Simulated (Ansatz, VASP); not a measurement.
# Cross-check of SbP between VASP and Ansatz, part 2 of 2

One calculation is typed for both programs; each brings its own data sets. How far apart do they land? The cell is generated by rule, not measured, and may not be a known phase. The cell is taken from a series of runs on this material, whose earlier steps may have relaxed, scaled, displaced or heated it; both programs get it as it stands.

VASP 6.6.1 and Ansatz 0.2.0.

So far: The starting structure; Ansatz: zone-centre phonons, PBEsol, pair 1; VASP: zone-centre phonons, PBEsol, pair 1; Comparison.

### 5. VASP: zone-centre phonons, PBEsol, pair 2

Level of this step: PBEsol; plane waves and PAW (Sb, P); invented cell (VASP).

Second derivatives magnify differences that forces hide, and they need a tight electronic threshold. The cell compared in this pair holds 43.97 Å³, against 42.90 Å³ for the pair before.

Input file INCAR:

```
SYSTEM = SbP
PREC = Accurate
ENCUT = 500
EDIFF = 1E-08
NELM = 120
ISMEAR = 1
SIGMA = 0.15
LREAL = .FALSE.
ALGO = Normal
GGA = PS
NBANDS = 11
LORBIT = 11
LWAVE = .FALSE.
LCHARG = .FALSE.
ISIF = 2
IBRION = 8
LASPH = .TRUE.
GGA_COMPAT = .FALSE.
KPAR = 2
```

Input file POSCAR:

```
SbP
1.0
   -1.9759733759      1.9759733759      2.8152310602
    1.9759733759     -1.9759733759      2.8152310602
    1.9759733759      1.9759733759     -2.8152310602
Sb P
1 1
Direct
    0.9886361980      0.9886361980      0.0000000000
    0.5301484822      0.5301484822      0.0000000000
```

Input file KPOINTS:

```
Automatic mesh
0
Gamma
14 14 14
0 0 0
```

PAW data sets: Sb and P (PBE family, release 64).

Launch:

```
> mpirun -np 2 vasp_std
```

Numbers of over 12 decimals in the logs are rounded to 6 here.

Output:

```text
[banner, memory and clock lines left out]
running    2 mpi-ranks, on    1 nodes
[...]
[... a notice as in an earlier step ...]

 LDA part: xc-table for (Slater+PW92), standard interpolation
 POSCAR, INCAR and KPOINTS ok, starting setup
[...]
entering main loop
       N       E                     dE             d eps       ncg     rms          rms(c)
DAV:   1     0.250107702330E+02    0.25011E+02   -0.38145E+03  5368   0.698E+02
DAV:   2    -0.886264122533E+01   -0.33873E+02   -0.32861E+02  7440   0.114E+02
DAV:   3    -0.103324851256E+02   -0.14698E+01   -0.14620E+01  6541   0.244E+01
DAV:   4    -0.103446515329E+02   -0.12166E-01   -0.12164E-01  6444   0.266E+00
[...]
DAV:  13    -0.101961850703E+02   -0.26636E-07   -0.68289E-08  6408   0.146E-03    0.153E-03
DAV:  14    -0.101961851002E+02   -0.29851E-07   -0.10115E-08  3677   0.584E-04    0.556E-04
DAV:  15    -0.101961851100E+02   -0.98726E-08   -0.15407E-09  3296   0.248E-04
   1 F= -.10196185E+02 E0= -.10196383E+02  d E =0.593798E-03
[...]
RMM:  10    -0.471988397210E-01   -0.27013E-07    0.14831E-08 29757   0.170E-05    0.196E-06
RMM:  11    -0.471988192672E-01    0.20454E-07    0.10369E-08 26700   0.123E-05    0.440E-07
RMM:  12    -0.471988235266E-01   -0.42594E-08   -0.66356E-09 18255   0.103E-05    0.766E-08
 first order change of Fermi-energy   0.12782E-03
 force on displaced ion       2 direction 1 :   1.293  -0.000  -0.001
 Linear response progress:
  Degree of freedom:   4/  4
       N       E                     dE             d eps       ncg     rms          rms(c)
RMM:   1    -0.485199542698E-01   -0.48520E-01    0.19498E-02 12330   0.140E+00
RMM:   2    -0.463400934902E-01    0.21799E-02   -0.17750E-03  8273   0.264E-01    0.887E-02
RMM:   3    -0.465193817593E-01   -0.17929E-03   -0.65364E-05  8644   0.490E-02    0.479E-02
RMM:   4    -0.467624990066E-01   -0.24312E-03   -0.31048E-05  8738   0.295E-02    0.101E-02
[...]
RMM:   8    -0.467614845372E-01    0.49038E-07    0.20366E-09  9183   0.116E-04    0.876E-05
RMM:   9    -0.467614359670E-01    0.48570E-07    0.10375E-08  9409   0.486E-05    0.117E-05
RMM:  10    -0.467614416663E-01   -0.56993E-08    0.39341E-09  9585   0.135E-05    0.395E-06
 first order change of Fermi-energy   0.10232E+00
 force on displaced ion       2 direction 3 :   0.000   0.000  -4.607
 Linear response finished
```

From OUTCAR (step 5):

```text
  Total        0.0424543      0.0424543      0.0644672      0.0000000      0.0000000      0.0000000
  in kB        1.5470218      1.5470218      2.3491622      0.0000000      0.0000000      0.0000000
  external PRESSURE =       1.8144020 kB  Pullay stress =       0.0000000 kB

 POSITION                                       TOTAL-FORCE (eV/Angst)
 -----------------------------------------------------------------------------------
      0.00000      0.00000      5.56648         0.000000      0.000000      0.026289
      0.00000      0.00000      2.98498        -0.000000     -0.000000     -0.026289
 -----------------------------------------------------------------------------------
    total drift:                               -0.000000     -0.000000     -0.000129

[... 2 further parts left out ...]
```

### 6. Ansatz: zone-centre phonons, PBEsol, pair 2

The same cell, functional, mesh and smearing now go to Ansatz, which takes its cutoff from its data sets.

The cell is taken from a series of runs on this material, whose earlier steps may have relaxed, scaled, displaced or heated it; both programs get it as it stands.

Input file input.yaml:

```yaml
crystal:
  lattice:
    - [-1.9759733759, 1.9759733759, 2.8152310602]
    - [1.9759733759, -1.9759733759, 2.8152310602]
    - [1.9759733759, 1.9759733759, -2.8152310602]
  atoms:
    - { symbol: Sb, position: [0.988636198, 0.988636198, 0.0] }
    - { symbol: P, position: [0.5301484822, 0.5301484822, 0.0] }
kpoints:
  mp_grid: { grid: [14, 14, 14] }
hamiltonian:
  xc: pbesol
  pseudopotentials: { kind: nc }
scf:
  occupations: { method: methfessel_paxton, width: 0.15 }
output:
  eigenvalues: true
phonons:
  method: dfpt
```

Launch:

```
> ansatz run input.yaml --threads 4 --pin off --max-ram 7168MiB --backend cpu --events-out ev --progress --plain --runs-dir out
```

Output:

```text
zone centre: on kpoints.mp_grid the ground state, and the responses unless they are solved on pairs of k-points, stand on 428 of the mesh's 2744 k-points, reduced under 4 symmetry operations, with k and −k counted as one. Each operation leaves every solved displacement unchanged or reverses it
[...]
Crystal: 2 atoms, lattice volume = 43.968 Å³
[...]
k-point 1: bands = [... 6 lower, 6.2859, 8.3778, 8.5913, 9.5007, 13.3269, 13.9843, 14.7755, 15.8104]
  k-point 2: bands = [... 6 lower, 5.3975, 7.9475, 8.1762, 10.7130, 11.7419, 13.7115, 14.8709, 15.6160]
  k-point 427: bands = [... 6 lower, 2.3496, 4.7938, 6.4787, 6.4787, 12.5600, 16.7844, 16.7844, 18.3475]
[...]
ASR residual: 1.103e-4 → 0.000e0 eV/Å²; symmetrization residual: 7.480e-6 eV/Å²
  ASR residual per site (eV/Å²): 1.10e-4 2.22e-5
  Γ frequencies (cm⁻¹): -124.23 -124.23 0.00 0.00 0.00 220.47
[...]
[key lines of the parts left out:]
SCF converged after 10 iterations
Free energy (F): -2657.978675 eV
Fermi energy:    10.757795 eV
```

### 7. Comparison

What differs besides the data sets and the points named for the pairs above, as far as they apply: the data sets hold 20 valence electrons in Ansatz (on norm-conserving files, of PseudoDojo where its log says so) and 10 in VASP. Total energies have different zeros and are not compared.

The two programs side by side:

| quantity | Ansatz | VASP | difference |
| --- | --- | --- | --- |
| optical mode 1 to 2 (imaginary, printed as negative) (cm⁻¹) | -124.2 | -119.4 | -4.9 |
| optical mode 3 (cm⁻¹) | 220.5 | 225.2 | -2.11 % |

Modes are paired by rising frequency, not by their patterns, so a pair may set unlike modes beside each other; they are those without the splitting of longitudinal modes.

### 8. Summary of results

* r.m.s. difference of the optical zone-centre modes, each program's sorted by frequency (zone-centre phonons, PBEsol, pair 1): 4.6 cm⁻¹
* r.m.s. difference of the optical zone-centre modes, each program's sorted by frequency (zone-centre phonons, PBEsol, pair 2): 4.8 cm⁻¹
* difference in optical mode 3 (zone-centre phonons, PBEsol, pair 2): -2.1 %

The r.m.s. difference of the optical zone-centre modes, each program's sorted by frequency is 4.6 cm⁻¹ (zone-centre phonons, PBEsol, pair 1). The data sets hold unlike numbers of valence electrons (20 in Ansatz and 10 in VASP), so part of the differences comes from the potentials. Among the rows given in per cent, the largest difference of the zone-centre phonons, PBEsol, pair 2 pair is in optical mode 3, -2.1 %. How closely two codes agree says nothing of how well the functional describes the real material.

[Lines on the potential files, build, host, timing and source positions are cut from VASP's logs without a mark.]

[Logs are printed without paths, hosts, clocks, repeated set-up lines and the standing remarks that a program may print on its own settings, such as how far it seeks lower states.]

[Hosts, paths, dates, database ids (printed as entryN), source tags and the programs' standing remarks are cut or masked in the printed files.]
